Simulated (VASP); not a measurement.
Data:

```xyz
2
Lattice="0.0000 2.8169 2.8169 2.8169 0.0000 2.8169 2.8169 2.8169 0.0000" Properties=species:S:1:pos:R:3 pbc="T T T"
K      0.0000     0.0000     0.0000
Cl     2.8169     2.8169     2.8169
```

Calculation: LDA (Ceperley-Alder, Perdew-Zunger), VASP's LDA PAW potentials (set 64) (plane waves; VASP). Numerical set-up: 500 eV cut-off, 8×8×8 Γ-centred mesh, Gaussian smearing of 0.050 eV, potentials K_sv Cl.

### Question
Estimate the energy per atom (σ→0), pressure, band gap (on the k-mesh) with the smallest direct gap where there is one.

### Answer

| Item | Result |
|---|---|
| band gap (on the k-mesh) | 5.56 eV |
| smallest direct gap (on the k-mesh) | 5.82 eV |
| energy per atom (σ→0) | -3.558 eV/atom |
| pressure | 9.99 GPa |

Total energies compare only between runs with the same potentials, cut-off and functional.

The compound is KCl in the rock salt structure. It was relaxed first under an external pressure of 10 GPa.
